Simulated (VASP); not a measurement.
# Li2CeGe (P6_3/mmc) in VASP: reference runs

Reference runs on Li2CeGe: the cell as given.

All numbers are computed with VASP 6.6.1; they aren't measurements. Logs are shortened: lines on timing, memory, paths and dates and some standing lists are left out, and cuts for length are marked.

## Step 1: Starting point

The structure is hexagonal, space group P6_3/mmc (No. 194). Conventional cell: a = 4.787 Å, b = 4.787 Å, c = 7.432 Å, α = 90.00°, β = 90.00°, γ = 120.00°. Around Ce (site symmetry -3m) lie 6 Li at 2.87 Å. Ge (site symmetry -6m2) is surrounded by 8 Li at 2.64 to 2.97 Å. Li (site symmetry 3m) has 1 Li at 2.15 Å as nearest neighbours.

The cell comes from a database or a generator and needn't be the stable form of this composition.

## Step 2: Single point, PBE, collinear spin, ferromagnetic start

INCAR

```
SYSTEM = Li2CeGe
ALGO     = Normal         ! electronic algorithm
EDIFF    = 1E-7           ! SCF threshold, eV
ENCUT    = 520            ! plane-wave cutoff, eV
GGA      = PE             ! functional
ISIF     = 2              ! what is computed and relaxed
ISMEAR   = -1             ! smearing method
ISPIN    = 2              ! spin polarisation
LASPH    = .TRUE.         ! aspherical terms in the spheres
LCHARG   = .FALSE.        ! write CHGCAR
LMAXMIX  = 6              ! l up to which the mixer works
LORBIT   = 11             ! projections on sites
LREAL    = .FALSE.        ! projectors in reciprocal space
LWAVE    = .FALSE.        ! write WAVECAR
MAGMOM   = 1 1 0 0 0 0 0 0 ! initial moments
NBANDS   = 46             ! bands
NELM     = 100            ! most SCF steps
PREC     = Accurate       ! precision mode
SIGMA    = 0.05           ! smearing width, eV
```

KPOINTS

```
k-points
0
G
  7 7 4
  0 0 0
```

POSCAR

```
Li2CeGe
1.0
    4.7870597534      0.0000000000      0.0000000000
   -2.3935298767      4.1457153559      0.0000000000
    0.0000000000      0.0000000000      7.4319140000
Ce Ge Li
2 2 4
Direct
    0.0000000000      0.0000000000      0.5000000000
    0.0000000000      0.0000000000      0.0000000000
    0.6666666667      0.3333333333      0.2500000000
    0.3333333333      0.6666666667      0.7500000000
    0.3333333333      0.6666666667      0.1052220000
    0.6666666667      0.3333333333      0.6052220000
    0.6666666667      0.3333333333      0.8947780000
    0.3333333333      0.6666666667      0.3947780000
```

Potentials or basis: VASP PAW PBE potentials, release 64 (Ce, Ge_d, Li_sv).

Command:

```console
$ cat potpaw_PBE.64/Ce/POTCAR potpaw_PBE.64/Ge_d/POTCAR potpaw_PBE.64/Li_sv/POTCAR > POTCAR
$ mpirun -np 1 vasp_std > vasp.out
```

OUTCAR:

```text
SYSTEM = Li2CeGe
   EDIFF = 1E-7
   ENCUT = 520
   GGA = PE
   ISIF = 2
   ISMEAR = -1
   ISPIN = 2
   LASPH = .TRUE.
   LORBIT = 11
   LREAL = .FALSE.
   NELM = 100
   PREC = Accurate

 ion  position               nearest neighbor table
   1  0.000  0.000  0.500-   6 2.87   8 2.87   6 2.87   8 2.87   6 2.87   8 2.87
   2  0.000  0.000  0.000-   5 2.87   7 2.87   7 2.87   5 2.87   7 2.87   5 2.87
   3  0.667  0.333  0.250-   6 2.64   7 2.64
   4  0.333  0.667  0.750-   5 2.64   8 2.64
   5  0.333  0.667  0.105-   8 2.15   4 2.64   2 2.87   2 2.87   2 2.87
   6  0.667  0.333  0.605-   7 2.15   3 2.64   1 2.87   1 2.87   1 2.87
   7  0.667  0.333  0.895-   6 2.15   3 2.64   2 2.87   2 2.87   2 2.87
   8  0.333  0.667  0.395-   5 2.15   4 2.64   1 2.87   1 2.87   1 2.87

  LATTYP: Found a hexagonal cell.
 ALAT       =     4.7870597534
 C/A-ratio  =     1.5525007798

  Lattice vectors:

 A1 = (   4.7870597534,   0.0000000000,   0.0000000000)
 A2 = (  -2.3935298767,   4.1457153559,   0.0000000000)
 A3 = (   0.0000000000,   0.0000000000,   7.4319140000)

Analysis of symmetry for initial positions (statically):
=====================================================================
 Subroutine PRICEL returns:
 Original cell was already a primitive cell.

 Routine SETGRP: Setting up the symmetry group for a
 hexagonal supercell.

 Subroutine GETGRP returns: Found 24 space group operations
 (whereof 12 operations were pure point group operations)
 out of a pool of 24 trial point group operations.

The static configuration has the point symmetry D_3d.
 The point group associated with its full space group is D_6h.

Analysis of symmetry for dynamics (positions and initial velocities):
=====================================================================
 Subroutine PRICEL returns:
 Original cell was already a primitive cell.

 Routine SETGRP: Setting up the symmetry group for a
 hexagonal supercell.

 Subroutine GETGRP returns: Found 24 space group operations
 (whereof 12 operations were pure point group operations)
 out of a pool of 24 trial point group operations.

The dynamic configuration has the point symmetry D_3d.
 The point group associated with its full space group is D_6h.

Analysis of structural, dynamic, and magnetic symmetry:
=====================================================================
 Subroutine PRICEL returns:
 Original cell was already a primitive cell.

 Routine SETGRP: Setting up the symmetry group for a
 hexagonal supercell.

 Subroutine GETGRP returns: Found 24 space group operations
 (whereof 12 operations were pure point group operations)
 out of a pool of 24 trial point group operations.

The overall configuration has the point symmetry D_3d.
 The point group associated with its full space group is D_6h.

 Subroutine INISYM returns: Found 24 space group operations
 (whereof 12 operations are pure point group operations),
 and found     1 'primitive' translations

----------------------------------------------------------------------------------------

                                     Primitive cell

  volume of cell :     147.4922

  direct lattice vectors                    reciprocal lattice vectors
     4.787059753  0.000000000  0.000000000     0.208896494  0.120606447  0.000000000
    -2.393529877  4.145715356  0.000000000     0.000000000  0.241212894  0.000000000
     0.000000000  0.000000000  7.431914000     0.000000000  0.000000000  0.134554840

  length of vectors
     4.787059753  4.787059753  7.431914000     0.241212894  0.241212894  0.134554840

  position of ions in fractional coordinates (direct lattice)
     0.000000000  0.000000000  0.500000000
     0.000000000  0.000000000  0.000000000
     0.666666667  0.333333333  0.250000000
     0.333333333  0.666666667  0.750000000
     0.333333333  0.666666667  0.105222000
     0.666666667  0.333333333  0.605222000
     0.666666667  0.333333333  0.894778000
     0.333333333  0.666666667  0.394778000
[... 66 lines left out ...]
   total plane-waves  NPLWV =  72576
   dimension x,y,z NGX =    36 NGY =   36 NGZ =   56
   dimension x,y,z NGXF=    72 NGYF=   72 NGZF=  112
   ions per type =               2   2   4
   NGX,Y,Z   is equivalent  to a cutoff of  12.50, 12.50, 12.53 a.u.
   NGXF,Y,Z  is equivalent  to a cutoff of  25.00, 25.00, 25.05 a.u.
 SYSTEM =  Li2CeGe
   PREC   = accura    normal or accurate (medium, high low for compatibility)
   ISTART =      0    job   : 0-new  1-cont  2-samecut
   ICHARG =      2    charge: 1-file 2-atom 10-const
   ISPIN  =      2    spin polarized calculation?
   LNONCOLLINEAR =      F non collinear calculations
   LSORBIT =      F    spin-orbit coupling
   LASPH  =      T    aspherical Exc in radial PAW
   ENCUT  =  520.0 eV  38.22 Ry    6.18 a.u.   8.90  8.90 13.82*2*pi/ulx,y,z
   NELM   =    100;   NELMIN=  2; NELMDL= -5     # of ELM steps
   EDIFF  = 0.1E-06   stopping-criterion for ELM
   LREAL  =      F    real-space projection
   EDIFFG = 0.1E-05   stopping-criterion for IOM
   NSW    =      0    number of steps for IOM
   IBRION =     -1    ionic relax: 0-MD 1-quasi-New 2-CG
   NFREE  =      0    steps in history (QN), initial steepest desc. (CG)
   ISIF   =      2    stress and relaxation
   ISYM   =      2    0-nonsym 1-usesym 2-fastsym
   POTIM  = 0.5000    time-step for ionic-motion
   TEBEG  =    0.0;   TEEND  =   0.0 temperature during run
   PSTRESS=    0.0 pullay stress
   NELECT =      64.0000    total number of electrons
   NUPDOWN=      -1.0000    fix difference up-down
   EMIN   =  10.00;   EMAX   =-10.00  energy-range for DOS
   EFERMI =   0.00;   METHOD = LEGACY
   ISMEAR =    -1;   SIGMA  =   0.05  broadening in eV -4-tet -1-fermi 0-gaus
   EFERMI_NEDOS =   21; number of points for ismear=-14 and -15
   IALGO  =     38    algorithm
   IMIX   =      4    mixing-type and parameters
     AMIX     =   0.40;   BMIX     =  1.00
     AMIX_MAG =   1.60;   BMIX_MAG =  1.00
  volume/ion in A,a.u.               =      18.44       124.42
  Fermi-wavevector in a.u.,A,eV,Ry     =   1.239401  2.342128 20.900109  1.536115
  Thomas-Fermi vector in A             =   2.373886
   LORBIT       =     11    0 simple, 1 ext, 2 COOP (PROOUT), +10 PAW based schemes
   GGA     = PE    functional components
   LHFCALC =     F    Hartree Fock is set to
   AEXX    =    0.0000 exact exchange contribution
   IVDW    =     0    specifies the selected vdW correction
   LEPSILON=     F    determine dielectric tensor
   LRPA    =     F    only Hartree local field effects (RPA)
 spin polarized calculation
  energy-cutoff  :      520.00
  volume of cell :      147.49
 maximum number of plane-waves:      4004
 NGX is ok and might be reduce to    36
   NGX = 17   NGY = 17   NGZ = 27

 number of electron      64.0000035 magnetization       2.8644571

 Free energy of the ion-electron system (eV)
  ---------------------------------------------------
  ext. energy  EPLUGINS =         0.00000000
  ---------------------------------------------------
  free energy    TOTEN  =       -30.50290896 eV

  energy without entropy =      -30.40638819  energy(sigma->0) =      -30.45464857

 E-fermi :   6.0864     XC(G=0): -10.0235

 val. band max:        6.0806252351   @ k =   0.4286  -0.0000   0.0000
 cond. band min:       6.0893631926   @ k =   0.2857   0.2857   0.5000
 fundamental gap:      0.0087379576
 Fermi energy:         6.0864300440

 spin component 1

 k-point     1 :       0.0000    0.0000    0.0000
  band No.  band energies     occupation
      1     -40.7419      1.00000
      2     -40.7344      1.00000
      3     -40.6501      1.00000
      4     -40.6428      1.00000
      5     -28.8738      1.00000
      6     -28.8183      1.00000
[... 1117 lines left out ...]
     43       6.5947      0.00004
     44       6.5947      0.00004
 Fermi energy:         6.0864300440

 spin component 2

 k-point     1 :       0.0000    0.0000    0.0000
  band No.  band energies     occupation
      1     -40.7259      1.00000
      2     -40.7186      1.00000
      3     -40.6337      1.00000
      4     -40.6267      1.00000
      5     -28.3320      1.00000
      6     -28.2760      1.00000
[... 1117 lines left out ...]
     43       7.3161      0.00000
     44       7.3161      0.00000
 [bands above 44 left out]

------------------------ aborting loop because EDIFF is reached ----------------------------------------

  FORCE on cell =-STRESS in cart. coord.  units (eV):
  Direction    XX          YY          ZZ          XY          YZ          ZX
  --------------------------------------------------------------------------------------
  -------------------------------------------------------------------------------------
  Total       -0.0065088     -0.0065088      0.0372960      0.0000000     -0.0000000      0.0000000
  in kB       -0.0707034     -0.0707034      0.4051390      0.0000000     -0.0000000      0.0000000
  external PRESSURE =       0.0879107 kB  Pullay stress =       0.0000000 kB

 VOLUME and BASIS-vectors are now :
 -----------------------------------------------------------------------------
  energy-cutoff  :      520.00
  volume of cell :      147.49
      direct lattice vectors                 reciprocal lattice vectors
     4.787059753  0.000000000  0.000000000     0.208896494  0.120606447  0.000000000
    -2.393529877  4.145715356  0.000000000     0.000000000  0.241212894  0.000000000
     0.000000000  0.000000000  7.431914000     0.000000000  0.000000000  0.134554840

 POSITION                                       TOTAL-FORCE (eV/Angst)
 -----------------------------------------------------------------------------------
      0.00000      0.00000      3.71596         0.000000     -0.000000      0.000000
      0.00000      0.00000      0.00000         0.000000     -0.000000      0.000000
      2.39353      1.38191      1.85798        -0.000000     -0.000000     -0.000000
     -0.00000      2.76381      5.57394         0.000000     -0.000000      0.000000
     -0.00000      2.76381      0.78200         0.000000      0.000000     -0.012708
      2.39353      1.38191      4.49796        -0.000000     -0.000000     -0.012708
      2.39353      1.38191      6.64991         0.000000     -0.000000      0.012708
     -0.00000      2.76381      2.93396        -0.000000     -0.000000      0.012708
 -----------------------------------------------------------------------------------
    total drift:                                0.000000      0.000000     -0.000000

  FREE ENERGIE OF THE ION-ELECTRON SYSTEM (eV)
  ---------------------------------------------------
  free  energy   TOTEN  =       -30.5029089598 eV

  energy  without entropy=      -30.4063881863  energy(sigma->0) =      -30.45464857

 total charge

# of ion       s       p       d       f       tot
--------------------------------------------------
    1        2.051   5.658   0.895   1.099   9.703
    2        2.051   5.658   0.895   1.099   9.703
    3        1.106   1.206   9.978   0.000  12.289
    4        1.106   1.206   9.978   0.000  12.289
    5        2.039   0.081   0.000   0.000   2.120
    6        2.039   0.081   0.000   0.000   2.120
    7        2.039   0.081   0.000   0.000   2.120
    8        2.039   0.081   0.000   0.000   2.120
--------------------------------------------------
tot         14.471  14.051  21.745   2.199  52.465

 magnetization (x)

# of ion       s       p       d       f       tot
--------------------------------------------------
    1        0.002  -0.002   0.167   0.966   1.133
    2        0.002  -0.002   0.167   0.966   1.133
    3       -0.005  -0.028   0.009   0.000  -0.024
    4       -0.005  -0.028   0.009   0.000  -0.024
    5        0.003   0.005   0.000   0.000   0.008
    6        0.003   0.005   0.000   0.000   0.008
    7        0.003   0.005   0.000   0.000   0.008
    8        0.003   0.005   0.000   0.000   0.008
--------------------------------------------------
tot          0.005  -0.040   0.352   1.932   2.248
```

Wall time 6.9 min (1 thread of Intel Xeon Platinum 8488C (Sapphire Rapids), shared host); peak memory 0.47 GiB.

Results:

| Item | Value |
| --- | --- |
| Free energy | -30.5029 eV |
| Largest force | 0.013 eV/Å |
| Band gap on the k mesh | none (metal or under the smearing width) |
| Net moment | 2.86 μB per cell |
| Site moments | Ce +1.13; Ge -0.02; Li +0.01 μB |
| Valence electrons inside the program's atomic spheres | Ce 9.70; Ge 12.29; Li 2.12 |

Forces on the atoms (eV/Å):
```
Ce   0.000  0.000  0.000
Ce   0.000  0.000  0.000
Ge   0.000  0.000  0.000
Ge   0.000  0.000  0.000
Li   0.000  0.000 -0.013
Li   0.000  0.000 -0.013
Li   0.000  0.000  0.013
Li   0.000  0.000  0.013
```

Levels at points of the mesh, in eV from the Fermi level:
Spin up:
| k point | band 31 | band 32 | band 33 | band 34 | band 35 | band 36 | band 37 | band 38 |
| --- | --- | --- | --- | --- | --- | --- | --- | --- |
| (0.00, 0.00, 0.00) | -0.62 | -0.53 | -0.53 | -0.45 | -0.45 | 0.08 | 0.08 | 0.15 |
| (0.00, 0.00, 0.50) | -0.13 | -0.13 | -0.13 | -0.13 | 0.15 | 0.15 | 0.16 | 0.16 |
Spin down:
| k point | band 26 | band 27 | band 28 | band 29 | band 30 | band 31 | band 32 | band 33 | band 34 | band 35 |
| --- | --- | --- | --- | --- | --- | --- | --- | --- | --- | --- |
| (0.00, 0.00, 0.00) | -2.53 | -2.53 | -0.67 | -0.53 | -0.46 | -0.46 | -0.21 | -0.21 | -0.11 | -0.11 |
| (0.00, 0.00, 0.50) | -2.52 | -1.91 | -1.91 | -1.91 | -1.91 | 0.42 | 0.42 | 0.42 | 0.42 | 0.50 |

Caveat: the cutoff is under 1.25 times the usual one of these potentials, so pressure, stress and relaxed cells hold a basis-set (Pulay) error; the magnetic or orbital state may not be the lowest; spin-orbit coupling is left out, which moves the levels of the heavy elements; without U or exact exchange the open f shell lies at the Fermi level, which spoils levels, moments and volumes. The state reached can hang on the start; a lower one may exist.
